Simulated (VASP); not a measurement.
An input for Quantum ESPRESSO's pw.x (written as the equivalent of a VASP run, and not itself run):

```
&CONTROL
  calculation = 'vc-relax'
  pseudo_dir = './pseudo'
  outdir = './out'
  tprnfor = .true.
  tstress = .true.
  nstep = 60
  forc_conv_thr = 0.00039
/
&SYSTEM
  ibrav = 0
  nat = 2
  ntyp = 1
  ecutwfc = 96
  occupations = 'smearing'
  smearing = 'methfessel-paxton'
  degauss = 0.00735
  input_dft = 'pbesol'
  nspin = 2
  starting_magnetization(1) = 0.18
/
&ELECTRONS
  conv_thr = 7.3e-08
  electron_maxstep = 100
/
&IONS
/
&CELL
/
ATOMIC_SPECIES
  Co 58.933 Co.upf
CELL_PARAMETERS angstrom
     2.5100000    0.0000000    0.0000000
    -1.2550000    2.1737240    0.0000000
     0.0000000    0.0000000    4.0700000
ATOMIC_POSITIONS crystal
  Co   0.6666670  0.3333330  0.7500000
  Co   0.3333330  0.6666670  0.2500000
K_POINTS automatic
  15 15 8 0 0 0
```

Question: Write the VASP files for the same calculation (PBEsol).

Answer: One answer among several that fit: 
File KPOINTS:
```
Automatic
0
G
15 15 8
0 0 0
```

INCAR:
```
SYSTEM = Co
PREC = Accurate
ENCUT = 480
EDIFF = 1E-6
NELM = 100
ALGO = Normal
LREAL = .FALSE.
LASPH = .TRUE.
ISMEAR = 1
SIGMA = 0.1
GGA = PS
LMAXMIX = 4
ISPIN = 2
MAGMOM = 1.8 1.8
LORBIT = 10
LWAVE = .FALSE.
LCHARG = .FALSE.
IBRION = 2
ISIF = 3
NSW = 60
EDIFFG = -0.01
```

### POSCAR
```
Co
1.0
  2.5100000000   0.0000000000   0.0000000000
 -1.2550000000   2.1737240000   0.0000000000
  0.0000000000   0.0000000000   4.0700000000
Co
2
Cart
  1.2550012550   0.7245739421   3.0525000000
 -0.0000012550   1.4491500579   1.0175000000
```

POTCAR, in this order: Co (PBE.64 set). Program: vasp_std.

Limits of the translation: the potentials are each code's own (VASP's PAW set, PseudoDojo norm-conserving files in pw.x), so ENCUT and ecutwfc are chosen apart and not converted; conv_thr bounds pw.x's estimated SCF error, while EDIFF bounds the energy change between steps; starting_magnetization is a fraction of the valence charge and MAGMOM a moment in μB, so they match only roughly; forc_conv_thr acts on force components and is met together with etot_conv_thr.

The compound is Co in the hcp structure. This run relaxes it. Symmetry was kept, so distortions that lower it aren't found.
